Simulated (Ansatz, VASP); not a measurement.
**FeBiSe3: VASP beside Ansatz**

INCAR

```
SYSTEM = FeBiSe3
ALGO = Normal ; EDIFF = 1E-6
EDIFFG = -0.04 ; ENCUT = 600
GGA = PE ; IBRION = 2
ISIF = 3 ; ISMEAR = 0
ISPIN = 2 ; LASPH = .True.
LCHARG = .False. ; LMAXMIX = 4
LORBIT = 11 ; LREAL = .False.
LWAVE = .False. ; MAGMOM = 4 0 0 0 0
NELM = 150 ; NSW = 90
PREC = Accurate ; SIGMA = 0.1
```

File KPOINTS:

```
k-points
0
Gamma
  4 4 4
  0 0 0
```

POSCAR

```
FeBiSe3
1.0
    4.9519551600      0.0000000000      0.0000000000
    0.0000000000      4.9519551600      0.0000000000
    0.0000000000      0.0000000000      4.9519551600
Fe Bi Se
1 1 3
Direct
    0.0000000000      0.0000000000      0.0000000000
    0.5000000000      0.5000000000      0.5000000000
    0.5000000000      0.0000000000      0.0000000000
    0.0000000000      0.5000000000      0.0000000000
    0.0000000000      0.0000000000      0.5000000000
```

Input for Ansatz:

```yaml
crystal:
  lattice:
    - [4.95195516, 0.0, 0.0]
    - [0.0, 4.95195516, 0.0]
    - [0.0, 0.0, 4.95195516]
  atoms:
    - { symbol: Fe, position: [0.0, 0.0, 0.0], spin: 4.0 }
    - { symbol: Bi, position: [0.5, 0.5, 0.5] }
    - { symbol: Se, position: [0.5, 0.0, 0.0] }
    - { symbol: Se, position: [0.0, 0.5, 0.0] }
    - { symbol: Se, position: [0.0, 0.0, 0.5] }
basis:
  ecutwfc: 420
kpoints:
  mp_grid: { grid: [4, 4, 4] }
hamiltonian:
  xc: pbe
scf:
  occupations: { method: gaussian, width: 0.1 }
  lower_state_search: "off"
output:
  forces: true
  stress: true
  eigenvalues: true
  populations: true
magnetization:
  spin_polarized: true
relax:
  adjacent_minimum: "off"
  f_tol: 0.04
  max_steps: 70
  cell: { stress_tol: 0.4 }
```

Alike in both runs: task relaxation of cell and atoms; functional PBE; k mesh 4 × 4 × 4; occupations gaussian, width 0.1 eV; collinear spin.

|  | VASP | Ansatz |
| --- | --- | --- |
| version | VASP 6.6.1 | Ansatz 0.2.0 |
| potentials or method | VASP PAW PBE potentials, release 64 (Fe, Bi_d, Se) | scalar-relativistic, plane waves, PAW |
| plane-wave cutoff (eV) | 600 | 420 |
| valence electrons in the cell | 41 | 79 |

|  | VASP | Ansatz | Ansatz less VASP |
| --- | --- | --- | --- |
| gap on the k mesh at the Fermi level, each at its own relaxed structure (eV) | none | none | - |
| net moment per atom (μB) | 0.49 | 0.49 | 0.000 |
| size of the moment on the site where the two differ most (μB) | 2.19 | 2.16 | -0.033 |
| relaxed volume (Å³/atom) | 22.08 | 22.00 | -0.080 |
| relaxed cell length with the largest relative difference (Å) | 4.797 | 4.791 | -0.0058 |
| energy change over the relaxation (meV/atom) | -40 | -41 | -0.7 |

Site moments also hang on the region over which each program counts them. A gap of «none» marks a metal or a gap that the smearing closes. The two sets of potentials don't hold the same shells in valence.

Caveats: spin-orbit coupling is left out, which moves the levels of the heavy elements; a cell with one magnetic atom can't hold antiferromagnetic order, which such compounds often take.
